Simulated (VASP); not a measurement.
Input:

```
Tl
1.0
    1.79167    -3.10326     0.00000
    1.79167     3.10326     0.00000
    0.00000     0.00000     5.63897
Tl
2
Direct
  0.33333   0.66667   0.25000
  0.66667   0.33333   0.75000
```

Method: PBE GGA, VASP's PBE PAW potentials (set 64) (plane waves; VASP 6.6.1). Settings: 480 eV cut-off, 12×12×6 Γ-centred mesh, first-order Methfessel-Paxton smearing of 0.10 eV, potentials Tl_d.

Energy and stress use the plane-wave basis of the starting cell.

Q: The ions, cell shape and volume at an external pressure of 1.0 GPa are relaxed. What does this cell relax into?

A: 
```
Tl
1.0
    1.77493    -3.07428     0.00000
    1.77493     3.07428     0.00000
    0.00000     0.00000     5.57139
Tl
2
Direct
  0.33333   0.66667   0.25000
  0.66667   0.33333   0.75000
```
Space group P6_3/mmc (194), at a tolerance of 0.03 Å.

Q: How do energy and volume change from the first to the last step?

A: The energy (σ→0) changes by +3.1 meV/atom and the volume by -3.0 %, in 3 ionic steps.

The compound is Tl in the hcp structure. This run relaxes it under an external pressure of 1 GPa. Symmetry was kept, so distortions that lower it aren't found.
